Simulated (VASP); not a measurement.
# CdF2: the band gap up a ladder of functionals, part 4 of 7

Wanted: bands and gap of CdF2 from one functional after another. The start is a cell from a database of measured crystal structures.

VASP 6.6.1, plane waves and PAW; the level of theory is named at each step.

So far, least gap on mesh and path (eV): step 2 (bands, level LDA, k 5×5×5) 2.80; step 5 (bands, level TB-mBJ, k 5×5×5) 6.62; step 6 (bands, level SCAN, k 5×5×5) 3.64; step 7 (bands, level TPSS, k 5×5×5) 3.34; step 9 (bands, level HSE06, k 5×5×5) 5.19.

### Step 10. Dielectric constant for the exchange share

This step: PBE; plane waves and PAW (Cd, F) (VASP 6.6.1).

The share of exact exchange of the next level is the inverse of the dielectric constant, which this PBE response run supplies.

Input file INCAR:

```
SYSTEM = CdF2
PREC = Accurate
ENCUT = 520
EDIFF = 1E-08
NELM = 100
ISMEAR = 0
SIGMA = 0.01
LREAL = .FALSE.
ALGO = Normal
GGA = PE
NBANDS = 19
LORBIT = 11
LWAVE = .FALSE.
LCHARG = .FALSE.
KPAR = 4
LEPSILON = .TRUE.
```

Input file POSCAR:

```
CdF2
1.0
    0.0000000000      2.6940000000      2.6940000000
    2.6940000000      0.0000000000      2.6940000000
    2.6940000000      2.6940000000      0.0000000000
Cd F
1 2
Direct
    0.0000000000      0.0000000000      0.0000000000
    0.2500000000      0.2500000000      0.2500000000
    0.7500000000      0.7500000000      0.7500000000
```

Input file KPOINTS:

```
Automatic mesh
0
Gamma
7 7 7
0 0 0
```

PAW data sets: Cd and F (PBE family, release 64).

Command:

```console
$ mpirun -np 4 vasp_std
```

Numbers of over 12 decimals in the logs are rounded to 6 here.

The log of the run:

```text
[... set-up lines as in an earlier step ...]
 entering main loop
       N       E                     dE             d eps       ncg     rms          rms(c)
DAV:   1     0.190633904744E+03    0.19063E+03   -0.15872E+04   800   0.139E+03
DAV:   2    -0.435856970963E+01   -0.19499E+03   -0.18909E+03   807   0.350E+02
DAV:   3    -0.125284082210E+02   -0.81698E+01   -0.81454E+01   835   0.785E+01
DAV:   4    -0.125661088868E+02   -0.37701E-01   -0.37698E-01   829   0.542E+00
DAV:   5    -0.125662477475E+02   -0.13886E-03   -0.13886E-03   826   0.298E-01    0.103E+01
DAV:   6    -0.108283071374E+02    0.17379E+01   -0.43274E+00   940   0.391E+01    0.740E+00
DAV:   7    -0.108742760700E+02   -0.45969E-01   -0.89355E-01   790   0.891E+00    0.427E+00
DAV:   8    -0.108675778286E+02    0.66982E-02   -0.14335E-01   766   0.366E+00    0.714E-01
DAV:   9    -0.108585964128E+02    0.89814E-02   -0.36299E-02   897   0.239E+00    0.874E-02
DAV:  10    -0.108591746570E+02   -0.57824E-03   -0.30601E-03   790   0.631E-01    0.120E-01
DAV:  11    -0.108592697179E+02   -0.95061E-04   -0.13736E-04   808   0.128E-01    0.384E-02
DAV:  12    -0.108592929825E+02   -0.23265E-04   -0.45458E-05   790   0.603E-02    0.184E-02
DAV:  13    -0.108592949531E+02   -0.19706E-05   -0.71485E-06   808   0.222E-02    0.318E-03
DAV:  14    -0.108592947293E+02    0.22381E-06   -0.54324E-07   808   0.952E-03    0.953E-04
DAV:  15    -0.108592947626E+02   -0.33290E-07   -0.73967E-08   835   0.259E-03    0.335E-04
DAV:  16    -0.108592947687E+02   -0.61004E-08   -0.17120E-09   628   0.412E-04
   1 F= -.10859295E+02 E0= -.10859295E+02  d E =-.219301E-16
 Linear response reoptimize wavefunctions to high precision
DAV:   1    -0.108592947722E+02   -0.34502E-08   -0.10284E-10   440   0.135E-04
DAV:   2    -0.108592947721E+02    0.70031E-10   -0.41427E-12   422   0.308E-05
 Linear response G [H, r] |phi>, progress :
  Direction:   1
       N       E                     dE             d eps       ncg     rms
RMM:   1    -0.106263069944E+03   -0.10626E+03    0.54510E+01  1462   0.880E+01
RMM:   2    -0.105693527499E+03    0.56954E+00   -0.36094E+00  1198   0.166E+01
RMM:   3    -0.105698233149E+03   -0.47057E-02   -0.13856E-02  1282   0.995E-01
RMM:   4    -0.105698274289E+03   -0.41140E-04   -0.98643E-05  1357   0.699E-02
RMM:   5    -0.105698273315E+03    0.97344E-06    0.38167E-07  1406   0.755E-03
RMM:   6    -0.105698273817E+03   -0.50130E-06   -0.39726E-06  1388   0.273E-03
RMM:   7    -0.105698273738E+03    0.78106E-07    0.11005E-04  1034   0.228E-03
RMM:   8    -0.105698273727E+03    0.11032E-07    0.50439E-04   915   0.227E-03
RMM:   9    -0.105698273487E+03    0.24069E-06    0.46600E-04   910   0.223E-03
RMM:  10    -0.105698273999E+03   -0.51261E-06    0.45330E-04   897   0.226E-03
 Linear response G [H, r] |phi>, progress :
  Direction:   2
       N       E                     dE             d eps       ncg     rms
RMM:   1    -0.105856793141E+03   -0.10586E+03    0.44492E+01  1443   0.865E+01
RMM:   2    -0.104374165346E+03    0.14826E+01   -0.34194E+00  1196   0.163E+01
RMM:   3    -0.104379058999E+03   -0.48937E-02   -0.12969E-02  1285   0.970E-01
RMM:   4    -0.104379089830E+03   -0.30831E-04   -0.68945E-05  1339   0.676E-02
RMM:   5    -0.104379088955E+03    0.87506E-06    0.19733E-05  1403   0.741E-03
RMM:   6    -0.104379089445E+03   -0.48963E-06    0.15576E-05  1371   0.278E-03
RMM:   7    -0.104379089423E+03    0.21982E-07    0.76130E-06  1068   0.237E-03
RMM:   8    -0.104379089554E+03   -0.13122E-06   -0.11577E-04   961   0.235E-03
RMM:   9    -0.104379089459E+03    0.94639E-07   -0.14188E-04   960   0.234E-03
RMM:  10    -0.104379088980E+03    0.47892E-06   -0.14820E-04   950   0.235E-03
 Linear response G [H, r] |phi>, progress :
  Direction:   3
       N       E                     dE             d eps       ncg     rms
RMM:   1    -0.102138537600E+03   -0.10214E+03    0.10495E+02  1438   0.892E+01
RMM:   2    -0.102573917739E+03   -0.43538E+00   -0.37967E+00  1154   0.167E+01
RMM:   3    -0.102579047283E+03   -0.51295E-02   -0.14505E-02  1287   0.982E-01
RMM:   4    -0.102579063058E+03   -0.15775E-04   -0.90742E-05  1303   0.673E-02
RMM:   5    -0.102579062667E+03    0.39047E-06   -0.15321E-06  1355   0.789E-03
RMM:   6    -0.102579062720E+03   -0.52305E-07   -0.12986E-06  1301   0.324E-03
RMM:   7    -0.102579062828E+03   -0.10822E-06   -0.21053E-06  1001   0.282E-03
RMM:   8    -0.102579062836E+03   -0.81188E-08    0.12502E-04   898   0.279E-03
RMM:   9    -0.102579062847E+03   -0.10557E-07    0.15788E-04   897   0.278E-03
RMM:  10    -0.102579062777E+03    0.69275E-07    0.20836E-04   872   0.279E-03
 Linear response to external field (no local field effect), progress :
  Direction:   1
       N       E                     dE             d eps       ncg     rms          rms(c)
RMM:   1    -0.216099423087E+00   -0.21610E+00   -0.69796E-01  1476   0.255E+00
RMM:   2    -0.223923942560E+00   -0.78245E-02   -0.35123E-03  1175   0.413E-01
RMM:   3    -0.223935401309E+00   -0.11459E-04   -0.16105E-05  1254   0.297E-02
RMM:   4    -0.223935480615E+00   -0.79306E-07   -0.10613E-07  1258   0.220E-03
RMM:   5    -0.223935481127E+00   -0.51124E-09   -0.51432E-09  1078   0.229E-04
 change of polarisation eV/A/(eV/A) component  1 :     0.448     0.053     0.034
 dielectric tensor                  component  1 :     3.073     0.244     0.159
 Linear response to external field (no local field effect), progress :
  Direction:   2
       N       E                     dE             d eps       ncg     rms          rms(c)
RMM:   1    -0.200365129610E+00   -0.20037E+00   -0.61900E-01  1494   0.251E+00
RMM:   2    -0.207423242585E+00   -0.70581E-02   -0.30974E-03  1171   0.381E-01
RMM:   3    -0.207433645795E+00   -0.10403E-04   -0.14462E-05  1248   0.278E-02
RMM:   4    -0.207433714047E+00   -0.68252E-07   -0.89950E-08  1255   0.205E-03
RMM:   5    -0.207433714286E+00   -0.23898E-09    0.57064E-10  1060   0.214E-04
 change of polarisation eV/A/(eV/A) component  2 :     0.053     0.415    -0.047
 dielectric tensor                  component  2 :     0.244     2.920    -0.217
 Linear response to external field (no local field effect), progress :
  Direction:   3
       N       E                     dE             d eps       ncg     rms          rms(c)
RMM:   1    -0.166613137823E+00   -0.16661E+00   -0.45797E-01  1417   0.233E+00
RMM:   2    -0.172346362497E+00   -0.57332E-02   -0.32009E-03  1174   0.392E-01
RMM:   3    -0.172360829010E+00   -0.14467E-04   -0.17721E-05  1220   0.290E-02
RMM:   4    -0.172360936551E+00   -0.10754E-06   -0.12169E-07  1236   0.217E-03
RMM:   5    -0.172360937367E+00   -0.81599E-09   -0.63452E-09   989   0.248E-04
 change of polarisation eV/A/(eV/A) component  3 :     0.034    -0.047     0.345
 dielectric tensor                  component  3 :     0.159    -0.217     2.595
 Linear response to external field, progress :
  Direction:   1
       N       E                     dE             d eps       ncg     rms          rms(c)
RMM:   1    -0.194434152403E+00   -0.19443E+00   -0.59239E-01  2888   0.246E+00
RMM:   2    -0.201231170632E+00   -0.67970E-02   -0.32379E-03  2336   0.392E-01    0.683E-01
RMM:   3    -0.198078843434E+00    0.31523E-02   -0.22207E-03  2189   0.368E-01    0.389E-01
RMM:   4    -0.204794475567E+00   -0.67156E-02   -0.37859E-03  2249   0.497E-01    0.536E-02
RMM:   5    -0.206354861829E+00   -0.15604E-02   -0.12299E-04  2334   0.946E-02    0.844E-03
RMM:   6    -0.206484030516E+00   -0.12917E-03   -0.17837E-06  2325   0.105E-02    0.376E-03
RMM:   7    -0.206565781131E+00   -0.81751E-04   -0.78802E-07  2332   0.626E-03    0.472E-04
RMM:   8    -0.206569154504E+00   -0.33734E-05   -0.16688E-08  2324   0.117E-03    0.303E-04
RMM:   9    -0.206566810212E+00    0.23443E-05   -0.10771E-08  2277   0.501E-04    0.337E-05
RMM:  10    -0.206566652872E+00    0.15734E-06   -0.74244E-10  1738   0.130E-04    0.179E-05
RMM:  11    -0.206566468978E+00    0.18389E-06   -0.17791E-09  1176   0.896E-05    0.505E-06
 change of polarisation eV/A/(eV/A) component  1 :     0.389     0.038     0.014
 dielectric tensor                  component  1 :     2.799     0.178     0.065
 Linear response to external field, progress :
  Direction:   2
       N       E                     dE             d eps       ncg     rms          rms(c)
RMM:   1    -0.194331470395E+00   -0.19433E+00   -0.59137E-01  2904   0.247E+00
RMM:   2    -0.201230981954E+00   -0.68995E-02   -0.32900E-03  2341   0.396E-01    0.683E-01
RMM:   3    -0.198079174634E+00    0.31518E-02   -0.22209E-03  2201   0.369E-01    0.389E-01
RMM:   4    -0.204794185851E+00   -0.67150E-02   -0.37827E-03  2255   0.497E-01    0.536E-02
RMM:   5    -0.206353641703E+00   -0.15595E-02   -0.12281E-04  2348   0.945E-02    0.844E-03
RMM:   6    -0.206484755025E+00   -0.13111E-03   -0.17562E-06  2338   0.105E-02    0.376E-03
RMM:   7    -0.206565814114E+00   -0.81059E-04   -0.80653E-07  2339   0.625E-03    0.472E-04
RMM:   8    -0.206569159640E+00   -0.33455E-05   -0.62011E-09  2323   0.115E-03    0.300E-04
RMM:   9    -0.206566890609E+00    0.22690E-05   -0.10593E-08  2284   0.501E-04    0.336E-05
RMM:  10    -0.206566707996E+00    0.18261E-06    0.25425E-09  1722   0.131E-04    0.190E-05
RMM:  11    -0.206566530630E+00    0.17737E-06    0.44468E-10  1227   0.937E-05    0.502E-06
 change of polarisation eV/A/(eV/A) component  2 :     0.023     0.389    -0.017
 dielectric tensor                  component  2 :     0.107     2.799    -0.078
 Linear response to external field, progress :
  Direction:   3
       N       E                     dE             d eps       ncg     rms          rms(c)
RMM:   1    -0.194312088449E+00   -0.19431E+00   -0.59117E-01  2905   0.247E+00
RMM:   2    -0.201231582270E+00   -0.69195E-02   -0.32849E-03  2342   0.396E-01    0.683E-01
RMM:   3    -0.198079194905E+00    0.31524E-02   -0.22208E-03  2201   0.369E-01    0.389E-01
RMM:   4    -0.204794185116E+00   -0.67150E-02   -0.37827E-03  2255   0.497E-01    0.536E-02
RMM:   5    -0.206353408923E+00   -0.15592E-02   -0.12291E-04  2349   0.945E-02    0.844E-03
RMM:   6    -0.206484611522E+00   -0.13120E-03   -0.16540E-06  2338   0.105E-02    0.377E-03
RMM:   7    -0.206565750265E+00   -0.81139E-04   -0.85094E-07  2338   0.626E-03    0.472E-04
RMM:   8    -0.206568956285E+00   -0.32060E-05    0.62130E-09  2327   0.111E-03    0.290E-04
RMM:   9    -0.206566968510E+00    0.19878E-05   -0.15408E-08  2278   0.509E-04    0.358E-05
RMM:  10    -0.206566708573E+00    0.25994E-06    0.19922E-09  1749   0.135E-04    0.220E-05
RMM:  11    -0.206566526561E+00    0.18201E-06    0.12782E-09  1312   0.974E-05    0.511E-06
 change of polarisation eV/A/(eV/A) component  3 :    -0.001     0.007     0.389
 dielectric tensor                  component  3 :    -0.005     0.035     2.799
 Born effective charges drift removed
```

The job ended after 68 s (4 MPI ranks of AMD EPYC 7R43, shared host; peak memory 0.75 GiB).

OUTCAR, selected parts (step 10):

```text
   k-points           NKPTS =     20   k-points in BZ     NKDIM =     20   number of bands    NBANDS=     19

   NELECT =      26.0000    total number of electrons

  Total        1.5108724      1.5108724      1.5108724      0.0000000     -0.0000000     -0.0000000
  in kB       61.9035556     61.9035556     61.9035556      0.0000000     -0.0000000     -0.0000000
  external PRESSURE =      61.9035556 kB  Pullay stress =       0.0000000 kB

 POSITION                                       TOTAL-FORCE (eV/Angst)
 -----------------------------------------------------------------------------------
      0.00000      0.00000      0.00000        -0.000000      0.000000     -0.000000
      1.34700      1.34700      1.34700         0.000000      0.000000      0.000000
      4.04100      4.04100      4.04100        -0.000000     -0.000000     -0.000000
 -----------------------------------------------------------------------------------
    total drift:                                0.000000      0.000000      0.000000

 MACROSCOPIC STATIC DIELECTRIC TENSOR (including local field effects in DFT)
 ------------------------------------------------------
           2.799125     0.000000    -0.000000
           0.000000     2.799125     0.000000
           0.000000     0.000000     2.799125
 ------------------------------------------------------

 PIEZOELECTRIC TENSOR (including local field effects)  for field in x, y, z        (C/m^2)
          XX          YY          ZZ          XY          YZ          ZX
  --------------------------------------------------------------------------------
  x     0.00000     0.00000     0.00000     0.00000     0.00000     0.00000
  y     0.00000     0.00000     0.00000     0.00000     0.00000     0.00000
  z     0.00000     0.00000     0.00000     0.00000     0.00000     0.00000

 BORN EFFECTIVE CHARGES (including local field effects) (in |e|, cummulative output)
 ---------------------------------------------------------------------------------
 ion    1
    1     2.43482     0.00000     0.00000
    2     0.00000     2.43482     0.00000
    3     0.00000     0.00000     2.43482
 ion    2
    1    -1.21741     0.00000     0.00000
    2     0.00000    -1.21741     0.00000
    3     0.00000     0.00000    -1.21741
 ion    3
    1    -1.21741     0.00000     0.00000
    2     0.00000    -1.21741     0.00000
    3     0.00000     0.00000    -1.21741

[... 6 parts as in an earlier step ...]

[... 4 further parts left out ...]
```

Energies printed during the response cycles are not total energies of the cell.

This step gave:

* irreducible k-points: 20
* Fermi energy: -1.315 eV
* pressure: 6.190 GPa
* valence top at k: -0.2857, 0.4286, 0.1429
* gap on the k-mesh: 3.126 eV

Electronic dielectric tensor with local fields:

```
2.80 0.00 0.00
0.00 2.80 0.00
0.00 0.00 2.80
```

Born effective charge (e), principal values of the symmetric part by kind of site:

```csv
atom,atoms with these values,low,middle,high,mean
Cd1,1,2.43,2.43,2.43,2.43
F2,2,-1.22,-1.22,-1.22,-1.22
```

In full for F2:

```
-1.22  0.00  0.00
 0.00 -1.22  0.00
 0.00  0.00 -1.22
```

The Born charges sum to zero; the printed set may have that rule imposed, so this is no test. The mean Born charge of F, -1.22 e, exceeds its nominal -1, the mark of charge that flows along bonds as atoms move.

[end of part 4 of 7]

[Lines on the potential files, build, host, timing and source positions are cut from VASP's logs without a mark.]

[Logs are printed without paths, hosts, clocks, repeated set-up lines and the standing remarks that a program may print on its own settings, such as how far it seeks lower states.]

[Hosts, paths, dates, database ids (printed as entryN), source tags and the programs' standing remarks are cut or masked in the printed files.]

[Measured values are set beside computed ones only where the two were judged alike; some that the calculation misses by far are left out.]
